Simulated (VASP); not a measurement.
## TaCo: equation of state with PBEsol

TaCo:

```
Ta Co
1.0
     3.06840    0.00000    0.00000
     0.00000    3.06840    0.00000
     0.00000    0.00000    3.06840
Ta Co
1 1
Direct
  0.00000 0.00000 0.00000
  0.50000 0.50000 0.50000
```

The cell comes from a database or a generator and needn't be the stable form of this composition.

```yaml
Program: VASP 6.6.1
Task: equation of state
Functional: PBEsol
Potentials_or_basis: VASP PAW PBE potentials, release 64 (Ta_pv, Co)
Cutoff: 520 eV
k_mesh: 9 × 9 × 9
Occupations: fermi-dirac, width 0.05 eV
Spin: collinear spin, ferromagnetic start
Starting_moments: "[0.0, 2.0] μB"
```

```json
{
  "Equilibrium volume": "13.99 Å³/atom",
  "Bulk modulus": "214 GPa",
  "Pressure derivative of the bulk modulus": "3.5 (rough: it moves with the points fitted)"
}
```

Energy against volume, from the lowest point:
```tsv
volume (Å³/atom)	energy (meV/atom)
13.578	8.18
13.867	0.00
14.156	0.97
14.445	8.90
14.733	23.74
15.022	45.02
15.311	72.19
```

All runs of the series together: 3.5 min on 1 thread of AMD EPYC 9R45 96-Core Processor (Zen 5), with other jobs on the host.

Caveat: the PAW data sets were made with another functional, which shifts forces and pressure a little. The run has no spin-orbit coupling, so splittings on Ta are missing.
